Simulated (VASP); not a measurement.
```xyz
2
Lattice="0.0000 2.3200 2.3200 2.3200 0.0000 2.3200 2.3200 2.3200 0.0000" Properties=species:S:1:pos:R:3 pbc="T T T"
Hf     0.0000     0.0000     0.0000
C      2.3200     2.3200     2.3200
```

Method: PBE GGA, VASP's PBE PAW potentials (set 64) (plane waves; VASP 6.6.1). Settings: 520 eV cut-off, 12×12×12 Γ-centred mesh, first-order Methfessel-Paxton smearing of 0.10 eV, potentials Hf_pv C.

Task: Give the stress tensor in GPa (positive for a compressed cell).

Result: 
```
1.15  0.00  0.00
0.00  1.15  0.00
0.00  0.00  1.15
```
The pressure is its mean diagonal, 1.15 GPa.

The compound is HfC in the rock salt structure. The cell was not relaxed at this level.
